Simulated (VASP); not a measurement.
The input files of a VASP run:

POSCAR:
```
Bi
1
    4.2319650921    -2.2932604146     0.0108670057
    4.2319650921     2.2932604146     0.0108670057
    2.9795898690     0.0000000000     3.7803087331
Bi
2
Direct
  0.2341063920   0.2341063920   0.2341063920
  0.7658936080   0.7658936080   0.7658936080
```

**KPOINTS**
```
Automatic mesh
0
Gamma
10 10 10
0 0 0
```

INCAR:
```
ALGO  =  Normal
EDIFF  =  1E-6
EDIFFG  =  -0.02
ENCUT  =  500
GGA  =  PE
IBRION  =  2
ISIF  =  3
ISMEAR  =  1
LASPH  =  T
LCHARG  =  F
LMAXMIX  =  4
LREAL  =  F
LWAVE  =  F
NELM  =  100
NSW  =  40
PREC  =  Accurate
SIGMA  =  0.1
SYSTEM  =  Bi
```

POTCAR, in this order: Bi_d (PBE.64 set). Program: vasp_std.

Question: Translate this PBE calculation to Ansatz.

Answer: One equivalent input (not run):
Ansatz 0.2 input:
```yaml
crystal:
  lattice:
    - [4.2319651, -2.2932604, 0.0108670]
    - [4.2319651, 2.2932604, 0.0108670]
    - [2.9795899, 0.0000000, 3.7803087]
  atoms:
    - { symbol: Bi, position: [0.2341064, 0.2341064, 0.2341064] }
    - { symbol: Bi, position: [0.7658936, 0.7658936, 0.7658936] }
kpoints:
  mp_grid: { grid: [10, 10, 10] }
hamiltonian:
  xc: pbe
  pseudopotentials: { kind: paw }
scf:
  occupations: { method: methfessel_paxton, width: 0.1 }
  max_iter: 100
relax:
  max_steps: 40
  f_tol: 0.02
  cell: {}
output: { forces: true, stress: true, eigenvalues: true }
```
Limits of the translation: each code has its own PAW files, so the cut-off isn't converted (ENCUT is set for VASP's; basis.ecutwfc is left out, and Ansatz then takes the one that its files recommend); Ansatz stops its SCF on the density residual and VASP on the energy change (EDIFF).

The compound is Bi in the a7 structure. This run relaxes it. Symmetry was kept, so distortions that lower it aren't found.
